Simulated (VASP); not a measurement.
An input for Quantum ESPRESSO's pw.x (written as the equivalent of a VASP run, and not itself run):

```
&CONTROL
  calculation = 'scf'
  pseudo_dir = './pseudo'
  outdir = './out'
  tprnfor = .true.
  tstress = .true.
/
&SYSTEM
  ibrav = 0
  nat = 2
  ntyp = 2
  ecutwfc = 84
  occupations = 'smearing'
  smearing = 'gaussian'
  degauss = 0.009996
  input_dft = 'pbe'
/
&ELECTRONS
  conv_thr = 7.3e-08
  electron_maxstep = 100
/
ATOMIC_SPECIES
  Al 26.982 Al.upf
  Ru 101.070 Ru.upf
CELL_PARAMETERS angstrom
     2.9900000    0.0000000    0.0000000
     0.0000000    2.9900000    0.0000000
     0.0000000    0.0000000    2.9900000
ATOMIC_POSITIONS crystal
  Al   0.4968740  0.5033170  0.4972960
  Ru   0.0031260 -0.0033170  0.0027040
K_POINTS automatic
  9 9 9 1 1 1
```

**Question.** Translate this input to VASP (INCAR, KPOINTS, POSCAR, choice of POTCAR).

**Answer.** This is not unique; one that fits is 
### KPOINTS
```
kpoints
0
gamma
  9 9 9
0.5 0.5 0.5
```

INCAR:
```
LWAVE=.False.
ENCUT=300   # plane-wave cut-off (eV)
PREC=Accurate
EDIFF=1E-6
ISIF=2
LREAL=.False.
LCHARG=.False.
ALGO=Normal   # blocked Davidson
SIGMA=0.136
LASPH=.True.
GGA=PE   # PBE
NELM=100   # most electronic steps
LMAXMIX=4   # l cut-off of mixed one-centre charges
ISMEAR=0   # Gaussian
SYSTEM=RuAl
```

**POSCAR**
```
RuAl
5.980
  0.5000000000   0.0000000000   0.0000000000
  0.0000000000   0.5000000000   0.0000000000
  0.0000000000   0.0000000000   0.5000000000
Al Ru
1 1
Cart
  0.2484370000   0.2516585000   0.2486480000
  0.0015630000  -0.0016585000   0.0013520000
```

POTCAR, in this order: Al Ru_pv (PBE.64 set). Program: vasp_std.

Limits of the translation: the potentials are each code's own (VASP's PAW set, PseudoDojo norm-conserving files in pw.x), so ENCUT and ecutwfc are chosen apart and not converted; conv_thr bounds pw.x's estimated SCF error, while EDIFF bounds the energy change between steps.

The structure is a typed RuAl crystal. The cell was not relaxed at this level, atoms are displaced from their ideal sites.
